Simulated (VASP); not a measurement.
A convergence study with VASP on HfO2 (fluorite): one setting is varied, all else stays as given below, so the limit is that of these other settings.

```yaml
crystal:
  lattice:
    - [0.00000, 2.54000, 2.54000]
    - [2.54000, 0.00000, 2.54000]
    - [2.54000, 2.54000, 0.00000]
  atoms:
    - { symbol: Hf, position: [0.00000, 0.00000, 0.00000] }
    - { symbol: O, position: [0.25000, 0.25000, 0.25000] }
    - { symbol: O, position: [0.75000, 0.75000, 0.75000] }
```

The numbers are results of LDA (Ceperley-Alder, Perdew-Zunger), VASP's LDA PAW potentials (set 64) (plane waves; VASP), not measurements. The tightest run used: 700 eV cut-off, 6×6×6 Γ-centred mesh, Gaussian smearing of 0.010 eV, potentials Hf_pv O.

Q: The settings run are ENCUT = 300; ENCUT = 400; ENCUT = 500; ENCUT = 600; ENCUT = 700. From which on does the mean ε∞ stay within 0.05  of the tightest run?

A: From ENCUT = 400 on: it is off by 0.01 there and by no more than 0.05 in any finer run, while ENCUT = 300 is off by 0.06.
```json
[
 {"setting": "ENCUT = 300", "mean ε∞": "5.31", "highest Γ mode (cm⁻¹)": "573.0", "plane waves": "397", "difference judged ()": "0.06"},
 {"setting": "ENCUT = 400", "mean ε∞": "5.36", "highest Γ mode (cm⁻¹)": "549.2", "plane waves": "609", "difference judged ()": "0.01"},
 {"setting": "ENCUT = 500", "mean ε∞": "5.38", "highest Γ mode (cm⁻¹)": "552.4", "plane waves": "869", "difference judged ()": "0.00"},
 {"setting": "ENCUT = 600", "mean ε∞": "5.37", "highest Γ mode (cm⁻¹)": "552.8", "plane waves": "1113", "difference judged ()": "0.00"},
 {"setting": "ENCUT = 700", "mean ε∞": "5.37", "highest Γ mode (cm⁻¹)": "552.6", "plane waves": "1411", "difference judged ()": "0.00"}
]
```

Left out are rungs that failed or repeat a setting and relaxations that didn't move; long series are thinned to 24 rows.

The compound is HfO2 in the fluorite structure, the high-temperature cubic form, which is unstable at 0 K; the monoclinic form is the stable one. The cell was not relaxed at this level.
